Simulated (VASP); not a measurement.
The system is HgTe (Coloradoite).

```
Hg Te
1.0
     0.00000    3.21450    3.21450
     3.21450    0.00000    3.21450
     3.21450    3.21450    0.00000
Hg Te
1 1
Direct
  0.00000 0.00000 0.00000
  0.25000 0.25000 0.25000
```

| Item | Value |
| --- | --- |
| Program | VASP 6.6.1 |
| Task | relaxation of cell and atoms |
| Functional | r2SCAN |
| Potentials or basis | VASP PAW PBE potentials, release 64 (Hg, Te) |
| Cutoff | 600 eV |
| k mesh | 10 × 10 × 10 |
| Occupations | gaussian, width 0.03 eV |
| Spin | no spin polarisation |

At the start: pressure 3.2 GPa; volume 33.22 Å³/atom.

Task: How do energy, volume and symmetry change on relaxing?

Result: Over 3 steps the energy falls by 22.2 meV/atom and the volume is 35.56 Å³/atom (+7.1 %); space group F-43m (No. 216, to 0.05 Å).

Step by step:
```tsv
step	energy change (eV)	largest force (eV/Å)	pressure (GPa)	volume (Å³)
1	0.0000	0.0000	3.23	66.43
2	-0.0380	0.0000	-1.01	73.07
3	-0.0444	0.0000	0.00	71.12
```

Final structure:
```yaml
crystal:
  lattice:
    - [0.00000, 3.28835, 3.28835]
    - [3.28835, 0.00000, 3.28835]
    - [3.28835, 3.28835, 0.00000]
  atoms:
    - { symbol: Hg, position: [0.00000, 0.00000, 0.00000] }
    - { symbol: Te, position: [0.25000, 0.25000, 0.25000] }
```

Caveat: the PAW data sets were made with another functional, which shifts forces and pressure a little.
